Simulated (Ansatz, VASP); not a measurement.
# Rb4Sn in VASP and in Ansatz

```
Rb Sn
1.0
     8.04818    0.00000    0.00000
    -4.02409    6.96993    0.00000
     0.00000    0.00000    6.89841
Rb Sn
4 1
Direct
  0.50000 0.00000 0.50000
  0.00000 0.50000 0.50000
  0.50000 0.50000 0.50000
  0.00000 0.00000 0.00000
  0.00000 0.00000 0.50000
```

Alike in both runs: functional PBE; k mesh 3 × 3 × 4; occupations gaussian, width 0.1 eV; no spin polarisation.

Ansatz relaxed the structure, and its values are those at the end. VASP's run is a single point on that final structure, the one shown.

|  | VASP | Ansatz |
| --- | --- | --- |
| version | VASP 6.6.1 | Ansatz 0.2.0 |
| potentials or method | VASP PAW PBE potentials, release 64 (Rb_sv, Sn_d) | scalar-relativistic, plane waves, PAW |
| plane-wave cutoff (eV) | 520 | 420 |
| valence electrons in the cell | 50 | 50 |

```tsv
	VASP	Ansatz	Ansatz less VASP
gap on the k mesh at the Fermi level (eV)	none	none	-
pressure (GPa)	0.3	0.3	0.00
```

A gap of «none» marks a metal or a gap that the smearing closes.
